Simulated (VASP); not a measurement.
Data:

```xyz
2
Lattice="2.8512 0.0000 0.0000 0.0000 2.8512 0.0000 0.0000 0.0000 4.1008" Properties=species:S:1:pos:R:3 pbc="T T T"
Ti     0.0000     0.0000     0.0000
Al     1.4256     1.4256     2.0504
```

These are vdW-DF2, VASP's PBE PAW potentials (set 64) (plane waves; VASP) values and carry that method's errors. Settings: 520 eV cut-off, Gaussian smearing of 0.050 eV, potentials Ti_sv Al.

### Question
Give the energies of bands 5 to 10 at the high-symmetry points, in eV from the Fermi level.

### Answer

| band | Γ | X | M | Z | R | A |
|---|---|---|---|---|---|---|
| 5 | -8.88 | -4.58 | -3.09 | -7.49 | -4.90 | -2.35 |
| 6 | -1.74 | -4.37 | -0.47 | -5.06 | -2.83 | -2.21 |
| 7 | -0.86 | -1.65 | -0.47 | -0.70 | -1.13 | -2.21 |
| 8 | -0.32 | -0.27 | -0.32 | 0.58 | -1.07 | 1.41 |
| 9 | 2.00 | 1.69 | -0.20 | 1.66 | 1.28 | 1.97 |
| 10 | 2.00 | 2.33 | -0.20 | 1.66 | 1.74 | 2.89 |

It has no gap at this level: it comes out as a metal or semimetal.

The compound is TiAl in the L1_0 structure. It was relaxed first. The electron count is odd and the run is not spin-polarised, which forces a metal.
